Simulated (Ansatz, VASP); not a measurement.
# SnTe in two plane-wave programs

Wanted: the spread between two codes on one cell, functional and k mesh. The cell is a member of a volume series, scaled by 0.985 from a relaxed one, so a pressure remains.

Program: Ansatz 0.2.0. Level of theory: plane waves, with VASP 6.6.1 beside it; single point at PBEsol. Results are calculated unless marked as measured.

## (1) Set-up

It takes space group Fm-3m (No. 225, cubic). Conventional cell: a = 6.255 Å, b = 6.255 Å, c = 6.255 Å, α = 90.00°, β = 90.00°, γ = 90.00°. Nearest to Te lie 6 Sn at 3.13 Å. Sn has 6 Te at 3.13 Å nearest. Farther neighbours and most contacts between anions are not listed.

Coordinates:

```cif
data_structure
_symmetry_space_group_name_H-M 'Fm-3m'
_symmetry_Int_Tables_number 225
_cell_length_a 6.2548
_cell_length_b 6.2548
_cell_length_c 6.2548
_cell_angle_alpha 90.000
_cell_angle_beta 90.000
_cell_angle_gamma 90.000
_cell_volume 244.70
loop_
_atom_site_label
_atom_site_type_symbol
_atom_site_symmetry_multiplicity
_atom_site_Wyckoff_symbol
_atom_site_fract_x
_atom_site_fract_y
_atom_site_fract_z
_atom_site_occupancy
Te1 Te 4 b 0.50000 0.00000 0.00000 1
Sn1 Sn 4 a 0.00000 0.00000 0.00000 1
```

## (2) Ansatz: single point, PBEsol, volume scaled by 0.985

Ansatz runs on its default PAW (the set named soft_2) files.

With cell and atoms fixed, the geometry can't cause a difference; cores, projectors, grids and the points listed under the comparison can.

Contents of input.yaml:

```yaml
crystal:
  lattice:
    - [0.0, 3.1273953, 3.1273953]
    - [3.1273953, 0.0, 3.1273953]
    - [3.1273953, 3.1273953, 0.0]
  atoms:
    - { symbol: Te, position: [0.5, 0.5, 0.5] }
    - { symbol: Sn, position: [0.0, 0.0, 0.0] }
hamiltonian:
  xc: pbesol
  pseudopotentials: { kind: paw }
kpoints:
  mp_grid: { grid: [6, 6, 6] }
scf:
  occupations: { method: gaussian, width: 0.03 }
  n_extra_bands: 4
output:
  forces: true
  stress: true
  eigenvalues: true
```

Launch:

```
$ ansatz run input.yaml --threads 2 --pin off --max-ram 4608MiB --backend cpu --events-out ev --progress --plain --runs-dir out
```

Numbers of over 12 decimals in the logs are rounded to 6 here.

Output:

```text
scf.n_extra_bands = 4 over 15 filled bands (N_el = 30.0): the run solves 19 bands
Engine: ansatz 0.2.0, aarch64-unknown-linux-gnu
Pseudopotentials: kind: paw
Pseudopotential: Te, paw, valence charge 16, recommended cutoff 420 eV (normal), Te.paw.azcp
Pseudopotential: Sn, paw, valence charge 14, recommended cutoff 420 eV (normal), Sn.paw.azcp
Functional definition: PBEsol
  exchange = pbesol_x
  correlation = pbesol_c
Crystal: 2 atoms, lattice volume = 61.176 Å³
Basis set: ecut = 420 eV, 1243 PW (Γ), exchange–correlation on 60×60×60 points (8 copies of the dense FFT grid, shifted against one another)
Bands: 19, of which v1, the nominal top of the filled ones, is band 15 counted from 1 (14 counted from 0)
Symmetry: 48 space group operations
Space group: Fm-3m (ITA 225), of the structure as read, at distance tolerance 3.9e-5 Å
k-points: 16 of 216
Non-local potential: Te, projectors of the file, l = 0: 2, l = 1: 2, l = 2: 2, l = 3: 2
Non-local potential: Sn, projectors of the file, l = 0: 2, l = 1: 2, l = 2: 2, l = 3: 2
PAW form: soft (Blöchl's): semilocal exchange-correlation on the pseudo side does not see the compensation charge
PAW frozen core: Te, regenerated for the run's functional, and the local potential with it (the file was generated under x = pbe(κ = 0.804, μ = 0.219515), c = pbe(β = 0.066725))
PAW frozen core: Sn, regenerated for the run's functional, and the local potential with it (the file was generated under x = pbe(κ = 0.804, μ = 0.219515), c = pbe(β = 0.066725))
PAW one-centre angular grid: Te, 590 points (default); XC on 64 Gauss nodes
PAW one-centre angular grid: Sn, 590 points (default); XC on 64 Gauss nodes
Initial density: superposition of atomic densities (neutral atoms: chi_scale 0, normalization atom), corrected by the library's trained network
Initial wavefunctions: pseudopotential atomic-orbital guess
Functional: x = pbesol(κ = 0.804, μ = 0.123457), c = pbesol(β = 0.046)
SCF iter   1: F=—  HF=-12851.852137 eV  |F-HF|=—  |Δ(HF+E_count)|=         —  Δρ=2.27e-3  dr2=2.68e-3  ethr=1.77e-3  ⟨swp⟩=6.9  Hψ=1631  notcnv=0
preconditioner: auto → none  [insulator: Δε(μ)=0.216 eV  Ē_g=8.757 eV  σ=0.030 eV  W_gap=1.00  n_scr=14 (ndim 8)  ℏωp=15.0 eV  f_vac=0.009  D(μ)=0.00/eV (n_scr^D=0)  ε∞_Penn≈3.9]
SCF iter   2: F=—  HF=-12851.849177 eV  |F-HF|=—  |Δ(HF+E_count)|=   2.96e-3  Δρ=9.51e-4  dr2=4.41e-4  ethr=8.93e-6  ⟨swp⟩=2.0  Hψ=657  notcnv=0
SCF iter   3: F=—  HF=-12851.849164 eV  |F-HF|=—  |Δ(HF+E_count)|=   1.32e-5  Δρ=2.18e-4  dr2=2.57e-5  ethr=1.47e-6  ⟨swp⟩=2.0  Hψ=544  notcnv=0
SCF iter   4: F=—  HF=-12851.849154 eV  |F-HF|=—  |Δ(HF+E_count)|=   1.01e-5  Δρ=8.32e-5  dr2=3.29e-6  ethr=8.57e-8  ⟨swp⟩=2.0  Hψ=544  notcnv=0
SCF iter   5: F=—  HF=-12851.849155 eV  |F-HF|=—  |Δ(HF+E_count)|=   9.14e-7  Δρ=3.13e-5  dr2=4.31e-7  ethr=1.10e-8  ⟨swp⟩=1.7  Hψ=317  notcnv=0
SCF iter   6: F=-12851.849155 eV  HF=-12851.849155 eV  |F-HF|=3.27e-9  |Δ(HF+E_count)|=   1.46e-7  Δρ=5.72e-6  dr2=1.46e-8  ethr=3.33e-10  ⟨swp⟩=5.8  Hψ=1369  notcnv=0
SCF 1 converged in 6 iterations: F = -12851.849155 eV  dr2 = 1.46e-8
  greatest PAW one-centre occupation: 0.998 electrons in one spin orbital (limit 2), on the Te atom at site 0 (counted from 0), in its partial waves of l = 2
SCF converged after 6 iterations
Free energy (F): -12851.849155 eV
Harris-Foulkes:  -12851.849155 eV  (|F-HF|=3.27e-9)
Internal energy: -12851.849155 eV  (E = F + TS)
E sigma→0 (E₀):  -12851.849155 eV
Fermi energy:    9.910280 eV
--- Per-component energies (eV) ---
  E_band       = -348.095832
  E_kinetic    = 367.320726
  E_local      = -2121.720887  (includes V_loc(G=0)·N_el)
  E_nonlocal   = -338.771422
  E_hartree    = 1338.754368
  E_xc         = -503.781542
  E_vxc        = -202.273133  (∫ρ·V_xc dr)
  E_paw        = -8646.878888  (= ΣΔE_a)
  E_vpaw       = -730.161879  (= ΣTr[D̂ρ^β])
  E_aug_tail   = -0.000178  (compensation charges beyond the density's cutoff)
  E_ewald      = -2947.430988
  E_core_change = 0.659655  (= ΣΔE_core)
  E_smearing   = -0.000000  (= −TS)
  E_closure    = -0.000000  (closes the sum)
  Σ components = -12851.849155   (vs F -12851.849155, Δ=0.00e0)
--- Forces (eV/Å), atoms counted from 1 ---
  atom   1  Te     0.00000000    -0.00000000     0.00000000
  atom   2  Sn    -0.00000000     0.00000000     0.00000000
  max |Σ_I F_I| component: 2.01e-29 eV/Å
--- Stress (GPa, compression-positive) ---
        0.738259      -0.000000       0.000000
        0.000000       0.738259      -0.000000
        0.000000      -0.000000       0.738259
  P = ⅓ Tr σ = 0.7383 GPa (7.383 kbar)
--- Band table (eV; the first three rows and the last of 16) ---
  k-point 0: bands = [... 11 lower, 5.2398, 7.6788, 7.6788, 7.6788, 13.2507, 13.2507, 13.2507, 14.5734]
  k-point 1: bands = [... 11 lower, 4.0438, 7.7212, 7.7212, 8.4755, 12.1708, 12.1708, 12.2148, 14.5337]
  k-point 2: bands = [... 11 lower, 2.2883, 7.8785, 7.8785, 9.2665, 10.7888, 10.7888, 10.8620, 15.6764]
  k-point 15: bands = [... 11 lower, 2.5907, 4.4731, 5.3814, 7.9441, 12.0076, 13.2124, 15.3638, 15.5333]
```

Run time: 1.4 s. Hardware: 2 threads of Arm Neoverse N1, shared host; peak memory 0.3 GiB; 2.5 s of CPU time.

In the SCF lines HF is the Harris–Foulkes energy and dr2 the Hartree energy of the density residual, in eV; the loop may stop once dr2 is under the threshold and the program's other checks hold. Hψ counts applications of the Hamiltonian.

The run ends at a pressure of 0.74 GPa.

## (3) VASP: single point, PBEsol, volume scaled by 0.985

The same cell, functional, mesh and smearing now go to VASP, with its own data sets and cutoff.

Lines of VASP's logs that name or quote its potential files are left out, and so is its time.

The input asks for a relaxation, which ended at its first step since no free force or stress exceeded the threshold; so it serves as a single point.

Contents of INCAR:

```
SYSTEM = SnTe
PREC = Accurate
ENCUT = 500
EDIFF = 1E-06
NELM = 100
ISMEAR = 0
SIGMA = 0.03
LREAL = .FALSE.
ALGO = Normal
GGA = PS
NBANDS = 16
LORBIT = 11
LWAVE = .FALSE.
LCHARG = .FALSE.
KPAR = 4
IBRION = 2
NSW = 30
ISIF = 4
EDIFFG = -0.01
```

Contents of POSCAR:

```
SnTe
1.0
    0.0000000000      3.1273953037      3.1273953037
    3.1273953037      0.0000000000      3.1273953037
    3.1273953037      3.1273953037      0.0000000000
Te Sn
1 1
Direct
    0.5000000000      0.5000000000      0.5000000000
    0.0000000000      0.0000000000      0.0000000000
```

Contents of KPOINTS:

```
Automatic mesh
0
Gamma
6 6 6
0 0 0
```

PAW data sets: Te and Sn_d (PBE family, release 64).

Launch:

```
$ mpirun -np 4 vasp_std
```

Output:

```text
[banner, memory and clock lines left out]
running    4 mpi-ranks, on    1 nodes
 distrk:  each k-point on    1 cores,    4 groups
 distr:  one band on    1 cores,    1 groups

 POSCAR found type information on POSCAR TeSn
 POSCAR found :  2 types and       2 ions
|                                                                             |
|               ----> ADVICE to this user running VASP <----                  |
|                                                                             |
|     You enforced a specific xc type in the INCAR file but a different       |
|     [... a line on the potential file left out ...]
|     I HOPE YOU KNOW WHAT YOU ARE DOING!                                     |
|                                                                             |

 LDA part: xc-table for (Slater+PW92), standard interpolation
 POSCAR, INCAR and KPOINTS ok, starting setup
 FFT: planning ... GRIDC
 FFT: planning ... GRID_SOFT
 FFT: planning ... GRID
 WAVECAR not read
 entering main loop
       N       E                     dE             d eps       ncg     rms          rms(c)
DAV:   1     0.119642939080E+03    0.11964E+03   -0.93869E+03   520   0.141E+03
DAV:   2     0.146278639057E+01   -0.11818E+03   -0.11590E+03   552   0.354E+02
DAV:   3    -0.813701831800E+01   -0.95998E+01   -0.95790E+01   656   0.875E+01
DAV:   4    -0.838087517279E+01   -0.24386E+00   -0.24382E+00   600   0.148E+01
DAV:   5    -0.839126583719E+01   -0.10391E-01   -0.10391E-01   792   0.276E+00    0.560E+00
DAV:   6    -0.834174230582E+01    0.49524E-01   -0.10660E-01   720   0.281E+00    0.352E+00
DAV:   7    -0.833941307467E+01    0.23292E-02   -0.45672E-02   656   0.142E+00    0.611E-01
DAV:   8    -0.833849957680E+01    0.91350E-03   -0.75640E-03   680   0.791E-01    0.166E-01
DAV:   9    -0.833857064549E+01   -0.71069E-04   -0.47525E-04   680   0.205E-01    0.539E-02
DAV:  10    -0.833855689908E+01    0.13746E-04   -0.55999E-05   680   0.744E-02    0.249E-02
DAV:  11    -0.833855615056E+01    0.74852E-06   -0.14506E-05   688   0.358E-02    0.777E-03
DAV:  12    -0.833855612683E+01    0.23734E-07   -0.12243E-06   440   0.124E-02
   1 F= -.83385561E+01 E0= -.83385561E+01  d E =-.833856E+01
 curvature:   0.00 expect dE= 0.000E+00 dE for cont linesearch  0.000E+00
 trial: gam= 0.00000 g(F)=  0.191E-59 g(S)=  0.339E-33 ort = 0.000E+00 (trialstep = 0.100E+01)
 search vector abs. value=  0.100E-09
 reached required accuracy - stopping structural energy minimisation
```

OUTCAR, selected parts (step 3):

```text
ion  position               nearest neighbor table
   1  0.500  0.500  0.500-   2 3.13   2 3.13   2 3.13   2 3.13   2 3.13   2 3.13
   2  0.000  0.000  0.000-   1 3.13   1 3.13   1 3.13   1 3.13   1 3.13   1 3.13

  LATTYP: Found a face centered cubic cell.
 ALAT       =     6.2547906074

 Subroutine GETGRP returns: Found 48 space group operations
 (whereof 48 operations were pure point group operations)

The static configuration has the point symmetry O_h .

 Found     16 irreducible k-points:

   k-points           NKPTS =     16   k-points in BZ     NKDIM =     16   number of bands    NBANDS=     16

   dimension x,y,z NGX =    32 NGY =   32 NGZ =   32
   dimension x,y,z NGXF=    64 NGYF=   64 NGZF=   64

   ENCUT  =  500.0 eV  36.75 Ry    6.06 a.u.   8.06  8.06  8.06*2*pi/ulx,y,z

   NELECT =      20.0000    total number of electrons

 k-points in reciprocal lattice and weights: Automatic mesh
   0.00000000  0.00000000  0.00000000       0.005
   0.16666667  0.00000000  0.00000000       0.037
   0.33333333  0.00000000  0.00000000       0.037
   0.50000000  0.00000000  0.00000000       0.019
   0.16666667  0.16666667  0.00000000       0.028
   0.33333333  0.16666667  0.00000000       0.111
   0.50000000  0.16666667  0.00000000       0.111
  -0.33333333  0.16666667  0.00000000       0.111
  -0.16666667  0.16666667  0.00000000       0.056
[...]
-0.33333333  0.33333333  0.16666667       0.111
  -0.33333333  0.50000000  0.16666667       0.056

 average (electrostatic) potential at core
       1 -87.4741       2-100.1540

 E-fermi :   7.1221

 k-point     1 :       0.0000    0.0000    0.0000
  band No.  band energies     occupation
    ...
      6      -5.9046      2.00000
      7       2.4590      2.00000
      8       4.8910      2.00000
      9       4.8910      2.00000
     10       4.8910      2.00000
     11      10.4620      0.00000
     12      10.4620      0.00000
     13      10.4620      0.00000
     14      11.7607      0.00000
     15      11.7607      0.00000
    ...

 k-point     2 :       0.1667    0.0000    0.0000
  band No.  band energies     occupation
    ...
      6      -5.6644      2.00000
      7       1.2591      2.00000
      8       4.9335      2.00000
      9       4.9335      2.00000
     10       5.6897      2.00000
     11       9.3782      0.00000
     12       9.3782      0.00000
     13       9.4248      0.00000
     14      11.7318      0.00000
     15      12.3329      0.00000
    ...

 k-point     3 :       0.3333    0.0000    0.0000
  band No.  band energies     occupation
    ...
      6      -5.0344      2.00000
      7      -0.5008      2.00000
      8       5.0916      2.00000
      9       5.0916      2.00000
     10       6.4798      2.00000
     11       7.9955      0.00000
     12       7.9955      0.00000
     13       8.0728      0.00000
     14      12.8794      0.00000
     15      13.8856      0.00000
    ...

  Total        0.2840166      0.2840166      0.2840166      0.0000000     -0.0000000      0.0000000
  in kB        7.4383390      7.4383390      7.4383390      0.0000000     -0.0000000      0.0000000
  external PRESSURE =       7.4383390 kB  Pullay stress =       0.0000000 kB

  energy-cutoff  :      500.00
  volume of cell :       61.18
      direct lattice vectors                 reciprocal lattice vectors
     0.000000000  3.127395304  3.127395304    -0.159877454  0.159877454  0.159877454
     3.127395304  0.000000000  3.127395304     0.159877454 -0.159877454  0.159877454
     3.127395304  3.127395304  0.000000000     0.159877454  0.159877454 -0.159877454

 POSITION                                       TOTAL-FORCE (eV/Angst)
 -----------------------------------------------------------------------------------
      3.12740      3.12740      3.12740        -0.000000      0.000000     -0.000000
      0.00000      0.00000      0.00000         0.000000     -0.000000      0.000000
 -----------------------------------------------------------------------------------
    total drift:                                0.000000     -0.000000     -0.000000

  FREE ENERGIE OF THE ION-ELECTRON SYSTEM (eV)
  ---------------------------------------------------
  free  energy   TOTEN  =        -8.3385561268 eV

  energy  without entropy=       -8.3385561236  energy(sigma->0) =       -8.33855613

 reached required accuracy - stopping structural energy minimisation

 total charge
# of ion       s       p       d       tot
------------------------------------------
    1        1.392   1.953   0.033   3.378
    2        1.351   0.764   9.989  12.104
--------------------------------------------------
tot          2.743   2.717  10.022  15.482

[... 3 further parts left out ...]
```

## (4) Differences

Known differences besides the potentials themselves: the data sets hold 30 valence electrons in Ansatz (default PAW (the set named soft_2) files) and 20 in VASP; the cutoff is 420 eV in Ansatz and 500 eV in VASP; Ansatz makes its cores anew for this functional, VASP keeps those of its PBE data sets; VASP leaves aspherical gradient terms in its spheres out (LASPH is not set), Ansatz keeps them. Total energies have different zeros and are not compared.

Compared:

```
              quantity  Ansatz   VASP  difference
        pressure (GPa)    0.74   0.74       -0.01
gap on the k mesh (eV)   0.208  0.209      -0.001
```

A gap on the mesh is an upper bound, since the band edges may lie between its points. Ansatz's pressure holds a Pulay correction of 0.03 GPa; VASP's holds none.

## (5) Other set-ups

Further runs change the set-up of one program: Ansatz's method, potentials or start, or VASP's data sets, cutoff or form of LDA. The table gives Ansatz less VASP for each quantity, since a change that brings one quantity closer may part another.

```
                              run  pressure (GPa)  gap on the k mesh (eV)
                         as above         -0.0056                 -0.0011
Ansatz's all-electron LAPW method          0.0027                 -7.0e-5
```

## (6) Ansatz: single point, PBEsol, volume scaled by 1.015

With cell and atoms fixed, the geometry can't cause a difference; cores, projectors, grids and the points listed under the comparison can. The cell compared in this pair holds 63.04 Å³, against 61.18 Å³ for the pair before.

The cell is a member of a volume series, scaled by 1.015 from a relaxed one, so a pressure remains.

input.yaml, the sections that differ from step 2:

```yaml
crystal:
  lattice:
    - [0.0, 3.15882852, 3.15882852]
    - [3.15882852, 0.0, 3.15882852]
    - [3.15882852, 3.15882852, 0.0]
  atoms:
    - { symbol: Te, position: [0.5, 0.5, 0.5] }
    - { symbol: Sn, position: [0.0, 0.0, 0.0] }
# hamiltonian, kpoints, scf, output: as in step 2
```

Launch:

```
$ ansatz run input.yaml --threads 2 --pin off --max-ram 4608MiB --backend cpu --events-out ev --progress --plain --runs-dir out
```

Output:

```text
[...]
Crystal: 2 atoms, lattice volume = 63.039 Å³
Basis set: ecut = 420 eV, 1243 PW (Γ), exchange–correlation on 60×60×60 points (8 copies of the dense FFT grid, shifted against one another)
Bands: 19, of which v1, the nominal top of the filled ones, is band 15 counted from 1 (14 counted from 0)
Symmetry: 48 space group operations
[...]
k-points: 16 of 216
[...]
--- Band table (eV; the first three rows and the last of 16) ---
  k-point 0: bands = [... 11 lower, 4.6604, 7.3002, 7.3002, 7.3002, 12.7275, 12.7275, 12.7275, 14.1657]
  k-point 1: bands = [... 11 lower, 3.5809, 7.3423, 7.3423, 8.0086, 11.6954, 11.6954, 11.7167, 14.1224]
  k-point 2: bands = [... 11 lower, 1.9364, 7.4960, 7.4960, 8.7760, 10.3579, 10.3579, 10.3735, 15.2115]
  k-point 15: bands = [... 11 lower, 2.2221, 4.2172, 5.0942, 7.5329, 11.4974, 12.8213, 14.7491, 14.9419]
[key lines of the parts left out:]
SCF converged after 6 iterations
Free energy (F): -12851.849014 eV
Fermi energy:    9.424732 eV
P = ⅓ Tr σ = -0.7254 GPa (-7.254 kbar)
```

It took 1.5 s on 2 threads; peak memory 0.3 GiB; 2.6 s of CPU time.

The run ends at a pressure of -0.73 GPa.

## (7) VASP: single point, PBEsol, volume scaled by 1.015

The same cell, functional, mesh and smearing now go to VASP, with its own data sets and cutoff.

The input asks for a relaxation, which ended at its first step since no free force or stress exceeded the threshold; so it serves as a single point.

INCAR is that of step 3.

Contents of POSCAR:

```
SnTe
1.0
    0.0000000000      3.1588285185      3.1588285185
    3.1588285185      0.0000000000      3.1588285185
    3.1588285185      3.1588285185      0.0000000000
Te Sn
1 1
Direct
    0.5000000000      0.5000000000      0.5000000000
    0.0000000000      0.0000000000      0.0000000000
```

KPOINTS is that of step 3.

Launch:

```
$ mpirun -np 4 vasp_std
```

Output:

```text
[banner, memory and clock lines left out]
running    4 mpi-ranks, on    1 nodes
[...]
[... a notice as in an earlier step ...]

 LDA part: xc-table for (Slater+PW92), standard interpolation
 POSCAR, INCAR and KPOINTS ok, starting setup
[...]
entering main loop
       N       E                     dE             d eps       ncg     rms          rms(c)
DAV:   1     0.114862894329E+03    0.11486E+03   -0.94765E+03   528   0.140E+03
DAV:   2     0.559149142560E+00   -0.11430E+03   -0.11147E+03   600   0.338E+02
DAV:   3    -0.815460101357E+01   -0.87138E+01   -0.86842E+01   640   0.833E+01
DAV:   4    -0.838844809107E+01   -0.23385E+00   -0.23381E+00   672   0.151E+01
[...]
DAV:  10    -0.833891805061E+01    0.17566E-04   -0.68396E-05   712   0.803E-02    0.210E-02
DAV:  11    -0.833891735185E+01    0.69876E-06   -0.21798E-05   640   0.406E-02    0.184E-02
DAV:  12    -0.833891718149E+01    0.17036E-06   -0.18510E-06   544   0.122E-02
   1 F= -.83389172E+01 E0= -.83389113E+01  d E =-.833892E+01
[...]
reached required accuracy - stopping structural energy minimisation
```

From OUTCAR (step 7):

```text
  Total       -0.2884029     -0.2884029     -0.2884029     -0.0000000      0.0000000      0.0000000
  in kB       -7.3299689     -7.3299689     -7.3299689     -0.0000000      0.0000000      0.0000000
  external PRESSURE =      -7.3299689 kB  Pullay stress =       0.0000000 kB

 POSITION                                       TOTAL-FORCE (eV/Angst)
 -----------------------------------------------------------------------------------
      3.15883      3.15883      3.15883        -0.000000      0.000000      0.000000
      0.00000      0.00000      0.00000         0.000000     -0.000000     -0.000000
 -----------------------------------------------------------------------------------
    total drift:                               -0.000000      0.000000      0.000000

  FREE ENERGIE OF THE ION-ELECTRON SYSTEM (eV)
  ---------------------------------------------------
  free  energy   TOTEN  =        -8.3389171815 eV

  energy  without entropy=       -8.3389053428  energy(sigma->0) =       -8.33891126

[... 2 parts as in an earlier step ...]

[... 2 further parts left out ...]
[key lines of the parts left out:]
E-fermi :   6.7179
```

(Part 1 of 2 ends here.)

[Lines on the potential files, build, host, timing and source positions are cut from VASP's logs without a mark.]

[Logs are printed without paths, hosts, clocks, repeated set-up lines and the standing remarks that a program may print on its own settings, such as how far it seeks lower states.]

[Hosts, paths, dates, database ids (printed as entryN), source tags and the programs' standing remarks are cut or masked in the printed files.]
